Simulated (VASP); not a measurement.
# Settings for CHBrClF: self-consistent run

CHBrClF, molecule in box, 5 atoms in the cell. R2SCAN; PAW potentials F, C, Cl, Br, H (PBE set). VASP 6.6.1. The cell is changed on purpose: last atom moved by 0.05 Å along z.

Wanted: energy within 2 meV/atom; forces within 0.01 eV/Å.

What the run is for: forces; Accuracy asked: standard.

POSCAR:
```
HCBrClF
1.0
   12.0000000000      0.0000000000      0.0000000000
    0.0000000000     12.0000000000      0.0000000000
    0.0000000000      0.0000000000     12.0000000000
F C Cl Br H
1 1 1 1 1
Direct
    0.4594083300      0.5128833300      0.6062791700
    0.5026166700      0.5076250000      0.5035291700
    0.6148250000      0.4141166700      0.5017875000
    0.3873416700      0.4647250000      0.3993875000
    0.5323833300      0.5893833300      0.4825125000
```

The series start from Plane-wave cutoff (eV): 520; Precision mode (PREC): Accurate; Electronic threshold (eV): 1e-6; Bands in all (NBANDS): 26; Aspherical gradient terms in the spheres (LASPH): yes; Projection operators (LREAL): Auto, ROPT -0.00025; Electronic algorithm: ALGO=Normal; Density mixing: defaults; Kinetic-energy density mixed (LMIXTAU): LMIXTAU=True. Each series keeps the choices made before it, and each single choice may use up half of a tolerance.

## Plane-wave cutoff (eV)

| Plane-wave cutoff (eV) | Energy less reference (meV/atom) | Forces, largest deviation (eV/Å) | SCF iterations | Time (s) |
|---|---|---|---|---|
| 400 | -0.4 | 0.047 | 38 | 144 |
| 460 | 4.0 | 0.026 | 40 | 178 |
| 520 | 3.7 | 0.020 | 40 | 257 |
| 600 | 2.0 | 0.017 | 38 | 260 |
| 720 (reference) | 0.0 | 0.000 | 40 | 407 |

Chosen: 720; the next looser run is off by more than half of the tolerance, so convergence isn't shown beyond this value.

## Precision mode (PREC)

| Precision mode (PREC) | Energy less reference (meV/atom) | Forces, largest deviation (eV/Å) | SCF iterations | Time (s) |
|---|---|---|---|---|
| SingleN | -6.4 | 0.065 | 46 | 105 |
| Normal | -0.5 | 0.011 | 37 | 146 |
| Single | -2.7 | 0.008 | 38 | 251 |
| Accurate (reference) | 0.0 | 0.000 | 40 | 407 |

Chosen: Accurate; the one before it in the list is off by more than half of the tolerance.

## Electronic threshold (eV)

| Electronic threshold (eV) | Energy less reference (meV/atom) | Forces, largest deviation (eV/Å) | SCF iterations | Time (s) |
|---|---|---|---|---|
| 0.001 | 0.9 | 0.046 | 17 | 158 |
| 0.0001 | 0.0 | 0.002 | 30 | 318 |
| 1e-5 | 0.0 | 0.001 | 35 | 368 |
| 1e-6 | 0.0 | 0.000 | 40 | 407 |
| 1e-7 (reference) | 0.0 | 0.000 | 42 | 468 |

Chosen: 0.0001, the loosest value from which every tighter one stays within half of the tolerance.

## Bands in all (NBANDS)

| Bands in all (NBANDS) | Energy less reference (meV/atom) | Forces, largest deviation (eV/Å) | SCF iterations | Time (s) |
|---|---|---|---|---|
| 14 | 0.0 | 0.001 | 28 | 218 |
| 15 | 0.1 | 0.005 | 27 | 223 |
| 17 | 0.0 | 0.004 | 28 | 264 |
| 19 | 0.0 | 0.003 | 28 | 252 |
| 26 | 0.0 | 0.001 | 30 | 318 |
| 39 (reference) | 0.0 | 0.000 | 30 | 403 |

Chosen: 14.

## Aspherical gradient terms in the spheres (LASPH)

| Aspherical gradient terms in the spheres (LASPH) | Energy less reference (meV/atom) | Forces, largest deviation (eV/Å) | SCF iterations | Time (s) |
|---|---|---|---|---|
| yes | 0.0 | 0.000 | 28 | 218 |
| no | 7.6 | 0.080 | 26 | 198 |

Chosen: yes; no other choice that stays within half of the tolerance saves 30 % of the time.

## Projection operators (LREAL)

| Projection operators (LREAL) | Energy less reference (meV/atom) | Forces, largest deviation (eV/Å) | SCF iterations | Time (s) |
|---|---|---|---|---|
| Auto, ROPT -0.005 | -2.4 | 0.311 | 30 | 247 |
| Auto, ROPT -0.002 | 0.1 | 0.191 | 28 | 218 |
| Auto, ROPT -0.001 | -0.3 | 0.026 | 28 | 226 |
| Auto, ROPT -0.0005 | -0.3 | 0.016 | 28 | 225 |
| Auto, ROPT -0.00025 | -0.5 | 0.003 | 28 | 218 |
| Auto, ROPT -0.0001 | -0.2 | 0.004 | 28 | 234 |
| False (reference) | 0.0 | 0.000 | 28 | 221 |

Chosen: Auto, ROPT -0.00025.

## Electronic algorithm

| Electronic algorithm | Energy less reference (meV/atom) | Forces, largest deviation (eV/Å) | SCF iterations | Time (s) |
|---|---|---|---|---|
| ALGO=Normal | 0.0 | 0.000 | 28 | 218 |
| ALGO=Fast | 0.0 | 0.003 | 34 | 306 |
| ALGO=VeryFast | ran out of time | ran out of time | 83 | 1083 |
| ALGO=All ISEARCH=1 | -0.1 | 0.011 | 19 | 206 |
| ALGO=All ISEARCH=0 | -0.1 | 0.011 | 19 | 187 |
| ALGO=Damped TIME=0.4 | -0.1 | 0.007 | 30 | 244 |
| ALGO=Damped TIME=0.1 | -0.1 | 0.018 | 49 | 443 |

Chosen: ALGO=Normal.

## All choices together

| Input | Energy less reference (meV/atom) | Forces, largest deviation (eV/Å) | Time (s) |
|---|---|---|---|
| the program's defaults (naive) | 5.8 | 0.115 | 26 |
| chosen settings | -0.4 | 0.005 | 218 |
| reference settings throughout | 0.0 | 0.000 | 585 |

The chosen settings stay within the tolerance of the reference run, but the reference itself isn't shown to be converged in: Plane-wave cutoff (eV).

## The input

INCAR:
```
METAGGA = R2SCAN
ISMEAR = 0
SIGMA = 0.03
LWAVE = False
LCHARG = False
ISIF = 0
PREC = Accurate
LASPH = True
LREAL = Auto
ALGO = Normal
EDIFF = 1E-4
NELM = 120
GGA_COMPAT = False
ENCUT = 720
EFERMI = MIDGAP
NELMDL = -8
LMIXTAU = True
NBANDS = 14
ROPT = -0.00025 -0.00025 -0.00025 -0.00025 -0.00025
```

KPOINTS:
```
k-points
0
Gamma
  1 1 1
```

Commands:
```
cat potpaw_PBE.64/F/POTCAR potpaw_PBE.64/C/POTCAR potpaw_PBE.64/Cl/POTCAR potpaw_PBE.64/Br/POTCAR potpaw_PBE.64/H/POTCAR > POTCAR
mpirun -np 2 vasp_gam > vasp.out
```

The chosen input took VASP 6.6.1 218 s on 2 cores (Intel Xeon 6975P-C (Granite Rapids)), a shared host.

## An input that fails: mixing far too strong

VASP's message: ERROR FEXCP: supplied Exchange-correletion table is too small, maximal index : 4073.

Changes against the starting input:
```
- NELM = 120
+ NELM = 58
+ IMIX = 1
+ AMIX = 2.0
+ BMIX = 0.0001
```
